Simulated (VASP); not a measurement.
Input for VASP

File POSCAR:
```
MgO
1
    2.1050000000     0.0000000000     2.1050000000
    0.0000000000     2.1050000000     2.1050000000
    2.1050000000     2.1050000000     0.0000000000
Mg O
1 1
Direct
  0.0000000000   0.0000000000   0.0000000000
  0.5000000000   0.5000000000   0.5000000000
```

**KPOINTS**
```
Automatic mesh
0
Gamma
8 8 8
0 0 0
```

INCAR:
```
SYSTEM = MgO
PREC = Accurate
ENCUT = 520
EDIFF = 1E-6
NELM = 100
ALGO = Normal
LREAL = .FALSE.
LASPH = .TRUE.
ISMEAR = 0
SIGMA = 0.05
GGA = PE
LWAVE = .FALSE.
LCHARG = .FALSE.
ISIF = 2
```

POTCAR, in this order: Mg O (PBE.64 set). Program: vasp_std.

Output

standard output:
```
 -----------------------------------------------------------------------------
|                                                                             |
|     EEEEEEE  RRRRRR   RRRRRR   OOOOOOO  RRRRRR      ###     ###     ###     |
|     E        R     R  R     R  O     O  R     R     ###     ###     ###     |
|     E        R     R  R     R  O     O  R     R     ###     ###     ###     |
|     EEEEE    RRRRRR   RRRRRR   O     O  RRRRRR       #       #       #      |
|     E        R   R    R   R    O     O  R   R                               |
|     E        R    R   R    R   O     O  R    R      ###     ###     ###     |
|     EEEEEEE  R     R  R     R  OOOOOOO  R     R     ###     ###     ###     |
|                                                                             |
|     ERROR: the triple product of the basis vectors is negative exchange     |
|     two basis vectors                                                       |
|                                                                             |
|       ---->  I REFUSE TO CONTINUE WITH THIS SICK JOB ... BYE!!! <----       |
|                                                                             |
 -----------------------------------------------------------------------------
```

Q: From input and log, find the fault in this run and mend it.

A: The cause: the lattice vectors form a left-handed set. VASP stops with an error: ERROR: the triple product of the basis vectors is negative exchange two basis vectors ----> I REFUSE TO CONTINUE WITH THIS SICK JOB ... BYE!!! <---- To mend it, correct POSCAR.
### POSCAR
```
MgO
1
    0.0000000000     2.1050000000     2.1050000000
    2.1050000000     0.0000000000     2.1050000000
    2.1050000000     2.1050000000     0.0000000000
Mg O
1 1
Direct
  0.0000000000   0.0000000000   0.0000000000
  0.5000000000   0.5000000000   0.5000000000
```
The mended run (PBE GGA, plane waves, VASP's PBE PAW potentials (set 64)) converges, and its OSZICAR ends with
```
   1 F= -.11904785E+02 E0= -.11904785E+02  d E =-.180114E-11
```

The compound is MgO in the rock salt structure. The cell was not relaxed at this level.
